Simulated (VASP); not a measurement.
Input:

```xyz
4
Lattice="4.0792 0.0000 0.0000 0.0000 4.0792 0.0000 0.0000 0.0000 4.0792" Properties=species:S:1:pos:R:3 pbc="T T T"
Sc     0.0000     0.0000     0.0000
Al     0.0000     2.0396     2.0396
Al     2.0396     0.0000     2.0396
Al     2.0396     2.0396     0.0000
```

Calculation: r2SCAN+rVV10, VASP's PBE PAW potentials (set 64) (plane waves; VASP). Run with 520 eV cut-off, 9×9×9 Γ-centred mesh, tetrahedra with Blöchl corrections, potentials Sc_sv Al.

The cores are frozen, which limits the accuracy of field gradients.

Problem. Give the principal components of the electric field gradient (V/Å²) and the asymmetry η at each nucleus.

Solution. 
```
atom   Vxx   Vyy   Vzz     η
----  ----  ----  ----  ----
Sc1    0.0   0.0   0.0     -
Al2   -9.9  -9.9  19.8  0.00
Al3   -9.9  -9.9  19.8  0.00
Al4   -9.9  -9.9  19.8  0.00
```

The compound is Al3Sc in the L1_2 structure. It was relaxed first.
